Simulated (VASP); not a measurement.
```xyz
2
Lattice="0.0000 3.0600 3.0600 3.0600 0.0000 3.0600 3.0600 3.0600 0.0000" Properties=species:S:1:pos:R:3 pbc="T T T"
Pb     0.0000     0.0000     0.0000
Se     3.0600     3.0600     3.0600
```

Level of theory: PBE GGA, VASP's PBE PAW potentials (set 64) (plane waves; VASP). Numerical set-up: 400 eV cut-off, 7×7×7 Γ-centred mesh, Gaussian smearing of 0.050 eV, potentials Pb_d Se.

**Question.** Give the stress tensor in GPa (positive for a compressed cell).

**Answer.** 
```
2.38  0.00  0.00
0.00  2.38  0.00
0.00  0.00  2.38
```
The pressure is its mean diagonal, 2.38 GPa.

The compound is PbSe in the rock salt structure. The cell was not relaxed at this level. The run is one of a series of settings (EDIFF = 1E-8 against the base run), some of them coarse on purpose.
